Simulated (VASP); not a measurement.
InAs (relaxed from the zinc blende structure, space group F-43m) relaxed at rising pressure, in one space group throughout; other phases were not tried. The pressures are those reached. Computed with PBEsol GGA, VASP's PBE PAW potentials (set 64) (plane waves; VASP).

```
P (GPa)  V (Å³/atom)    k-mesh
-------  -----------  --------
0.02          28.229  10×10×10
4.97          26.201  11×11×11
9.92          24.767     8×8×8
20.07         22.731     8×8×8
29.86         21.354     8×8×8
```

A change of mesh leaves a small step in the series.

Fit an equation of state and predict the volume at 44.99 GPa.

Least squares on the third-order Birch-Murnaghan form, P = (3B0/2)(y⁷ − y⁵)[1 + (3/4)(B′ − 4)(y² − 1)] with y = (V0/V)^(1/3), gives V0 = 28.235 Å³/atom, B0 = 56 GPa and B′ = 4.6, and so 19.825 Å³/atom. The run gave 19.812 Å³/atom, -0.1 % from the fit.

Pressures at which the relaxation failed are left out.

The structure was generated: InAs was put into the zinc blende type (F-43m), which need not be its known phase.
